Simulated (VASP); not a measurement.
Here is the system:

```yaml
crystal:
  lattice:
    - [0.00000, 2.94836, 2.94836]
    - [2.94836, 0.00000, 2.94836]
    - [2.94836, 2.94836, 0.00000]
  atoms:
    - { symbol: Pb, position: [0.00000, 0.00000, 0.00000] }
    - { symbol: F, position: [0.25000, 0.25000, 0.25000] }
    - { symbol: F, position: [0.75000, 0.75000, 0.75000] }
```

Method: r2SCAN+rVV10, VASP's PBE PAW potentials (set 64) (plane waves; VASP 6.6.1). Run with 520 eV cut-off, 7×7×7 Γ-centred mesh, tetrahedra with Blöchl corrections, potentials Pb_d F.

Unless said otherwise, spin-orbit coupling is left out, though it shifts the bands of the heavy elements here.

Give the energies of bands 8 to 17 at the high-symmetry points, in eV from the valence-band maximum.

```
band      Γ      X      U      L      W
----  -----  -----  -----  -----  -----
8     -4.57  -6.60  -6.51  -6.03  -6.54
9     -2.77  -3.85  -3.79  -3.32  -4.03
10    -2.77  -3.85  -3.62  -2.96  -2.96
11    -2.77  -1.83  -2.34  -2.96  -2.96
12    -2.25  -1.83  -1.99  -2.43  -1.90
13    -2.25  -1.83  -1.84  -2.43  -1.76
14    -2.25  -0.15  -0.04  -0.07   0.00
15     7.27   4.88   5.80   5.28   6.56
16     7.27   8.47   7.04   8.26   6.56
17     7.27   8.47   8.48   8.26   7.78
```

The gap is indirect, 4.88 eV, from the valence maximum at W to the conduction minimum at Γ-X at 0.89.

The compound is PbF2 in the fluorite structure, the β form. It was relaxed first.
